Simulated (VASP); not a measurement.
Wanted: the native input for a VASP 6.6.1 run.

- Task: single point
- Functional: PBE0
- Potentials or basis: VASP PAW PBE potentials, release 64 (Ca_sv, Li_sv)
- Cutoff: 520 eV
- k mesh: 3 × 3 × 1
- Occupations: fermi-dirac, width 0.1444 eV
- Spin: no spin polarisation
- Dipole correction: no
- Exchange at q = 0: truncated
- Grid for exact exchange (PRECFOCK): Fast
- Further INCAR settings: ALGO = Normal; EDIFF = 1e-06; NBANDS = 32

LiCa2:

```
Ca Li
1.0
    -0.04915    4.50509    0.01438
     4.46687   -0.04915    0.03938
     2.14269    2.20380   -7.58282
Ca Li
4 2
Direct
  0.50690 0.99587 0.98782
  0.00215 0.52326 0.01930
  0.34225 0.28870 0.36713
  0.62407 0.55258 0.68911
  0.16172 0.16344 0.73362
  0.86419 0.80988 0.26599
```

The cell was built by a generator and needn't be a form met in nature.

One way to write it, as run:

POSCAR

```
LiCa2
1.0
   -0.0491497700      4.5050858700      0.0143814200
    4.4668735100     -0.0491497700      0.0393810500
    2.1426871400      2.2038019100     -7.5828213000
Ca Li
4 2
Direct
    0.5069010000      0.9958690000      0.9878240000
    0.0021450000      0.5232620000      0.0192980000
    0.3422490000      0.2887040000      0.3671260000
    0.6240730000      0.5525750000      0.6891140000
    0.1617190000      0.1634360000      0.7336190000
    0.8641910000      0.8098820000      0.2659920000
```

INCAR.step1

```
PREC = Accurate ; ENCUT = 520
EDIFF = 1E-5 ; ISMEAR = -1
SIGMA = 0.1444 ; LREAL = F
LASPH = T ; NELM = 100
ALGO = Normal ; ISIF = 2
LWAVE = T ; LCHARG = F
NBANDS = 32 ; GGA = PE
```

INCAR.step2

```
PREC = Accurate ; ENCUT = 520
EDIFF = 1E-6 ; ISMEAR = -1
SIGMA = 0.1444 ; LREAL = F
LASPH = T ; NELM = 100
ALGO = Normal ; ISIF = 2
LWAVE = F ; LCHARG = F
GGA = PE ; LHFCALC = T
AEXX = 0.25 ; PRECFOCK = Fast
HFRCUT = -1 ; NBANDS = 32
ISTART = 1
```

KPOINTS

```
Automatic mesh
0
Gamma
  3 3 1
```

Potentials or basis: VASP PAW PBE potentials, release 64 (Ca_sv, Li_sv).

Command:

```console
$ cat potpaw_PBE.64/Ca_sv/POTCAR potpaw_PBE.64/Li_sv/POTCAR > POTCAR
$ cp INCAR.step1 INCAR
$ mpirun -np 1 vasp_std > vasp.out
$ cp INCAR.step2 INCAR
$ mpirun -np 1 vasp_std > vasp.out
```

It gave:

The largest force is 2.910 eV/Å and the band gap on the k mesh is none (metal or under the smearing width).

Caveat: the k mesh is coarse (spacing up to 0.83 Å⁻¹), so the values aren't converged, least of all with exact exchange; the PAW data sets were made with another functional, which shifts forces and pressure a little.

Run time: 6 min on 1 thread of Intel(R) Xeon(R) Platinum 8259CL CPU @ 2.50GHz (Skylake/Cascade Lake) (shared host), peak memory 0.28 GiB.
